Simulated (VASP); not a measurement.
The input files of a VASP run:

KPOINTS:
```
Automatic mesh
0
Gamma
18 18 18
0 0 0
```

INCAR:
```
LASPH = .TRUE.
NEDOS = 601
ISIF = 2
LMAXMIX = 6   # l cut-off of mixed one-centre charges
SYSTEM = Pt
ISMEAR = -5   # tetrahedra, Bloechl
ENCUT = 520   # plane-wave cut-off (eV)
NELM = 100   # most electronic steps
PREC = Accurate
LORBIT = 11
LCHARG = .TRUE.
GGA = RE   # revPBE
EDIFF = 1E-7   # SCF stop (eV)
LWAVE = .FALSE.
ALGO = Normal
LREAL = .FALSE.
```

**POSCAR**
```
Pt
1.9911250
  0.0000000000   1.0000000035   1.0000000035
  1.0000000035   0.0000000000   1.0000000035
  1.0000000035   1.0000000035   0.0000000000
Pt
1
Cart
  0.0000000000   0.0000000000   0.0000000000
```

POTCAR, in this order: Pt (PBE.64 set). Program: vasp_std.

Task: Translate this revPBE calculation to Quantum ESPRESSO's pw.x.

Result: One equivalent input (not run):
```
&CONTROL
  calculation = 'scf'
  pseudo_dir = './pseudo'
  outdir = './out'
  tprnfor = .true.
  tstress = .true.
/
&SYSTEM
  ibrav = 0
  nat = 1
  ntyp = 1
  ecutwfc = 84
  occupations = 'tetrahedra'
  input_dft = 'revpbe'
/
&ELECTRONS
  conv_thr = 7.3e-09
  electron_maxstep = 100
/
ATOMIC_SPECIES
  Pt 195.084 Pt.upf
CELL_PARAMETERS angstrom
     0.0000000    1.9911250    1.9911250
     1.9911250    0.0000000    1.9911250
     1.9911250    1.9911250    0.0000000
ATOMIC_POSITIONS crystal
  Pt   0.0000000  0.0000000  0.0000000
K_POINTS automatic
  18 18 18 0 0 0
```
What does not carry over: the potentials are each code's own (VASP's PAW set, PseudoDojo norm-conserving files in pw.x), so ENCUT and ecutwfc are chosen apart and not converted; conv_thr bounds pw.x's estimated SCF error, while EDIFF bounds the energy change between steps.

The compound is Pt in the fcc structure. It was relaxed first.
